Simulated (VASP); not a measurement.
Here is the system:

```yaml
crystal:
  lattice:
    - [5.40017, 0.00000, 0.00000]
    - [0.00000, 5.40017, 0.00000]
    - [0.00000, 0.00000, 5.40017]
  atoms:
    - { symbol: Nb, position: [0.25000, 0.00000, 0.50000] }
    - { symbol: Nb, position: [0.75000, 0.00000, 0.50000] }
    - { symbol: Nb, position: [0.50000, 0.75000, 0.00000] }
    - { symbol: Nb, position: [0.50000, 0.25000, 0.00000] }
    - { symbol: Nb, position: [0.00000, 0.50000, 0.75000] }
    - { symbol: Nb, position: [0.00000, 0.50000, 0.25000] }
    - { symbol: Sn, position: [0.00000, 0.00000, 0.00000] }
    - { symbol: Sn, position: [0.50000, 0.50000, 0.50000] }
```

All values below come from PBE GGA, VASP's PBE PAW potentials (set 64) (plane waves; VASP). Run with 300 eV cut-off, 5×5×5 Γ-centred mesh, Gaussian smearing of 0.10 eV, potentials Nb_sv Sn_d.

At this cut-off the stress carries a Pulay error, which pulls relaxed volumes low. Unless said otherwise, spin-orbit coupling is left out, though it shifts the bands of the heavy elements here.

Problem. Predict the energy per atom (σ→0), pressure, band gap (on the k-mesh) with the smallest direct gap where there is one.

Solution. 
| Quantity | Value |
|---|---|
| band gap (on the k-mesh) | none (metal, semimetal or under 0.01 eV) |
| energy per atom (σ→0) | -8.767 eV/atom |
| pressure | -75.5 kbar |

Total energies compare only between runs with the same potentials, cut-off and functional.

The structure comes from a computed database's Nb3Sn entry; how it stands against other phases isn't given here. The cell was not relaxed at this level.
